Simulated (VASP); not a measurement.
```
CELL_PARAMETERS angstrom
      3.87897     0.00000     0.00000
     -1.93948     3.35928     0.00000
      0.00000     0.00000    17.17063
ATOMIC_POSITIONS crystal
  Ti 0.00000 0.00000 0.50000
  Te 0.33333 0.66667 0.59233
  Te 0.66667 0.33333 0.40767
```

Computed with PBE GGA, VASP's PBE PAW potentials (set 64) (plane waves; VASP). Settings: 300 eV cut-off, 7×7×1 Γ-centred mesh, Fermi-Dirac smearing of 0.10 eV, potentials Ti_sv Te.

At this cut-off the stress carries a Pulay error, which pulls relaxed volumes low. The cell holds a wide vacuum, so values per volume refer to the whole cell.

Q: Give the force on each atom (eV/Å).

A: 
| atom | Fx | Fy | Fz |
|---|---|---|---|
| Ti1 | 0.000 | 0.000 | 0.000 |
| Te2 | 0.000 | 0.000 | 0.862 |
| Te3 | 0.000 | 0.000 | -0.862 |

Q: Give the stress tensor in GPa (positive for a compressed cell).

A: 
```
0.16  0.00  0.00
0.00  0.16  0.00
0.00  0.00  1.90
```
The pressure is its mean diagonal, 0.74 GPa.

The cell is a sheet with vacuum, built from a generated structure.
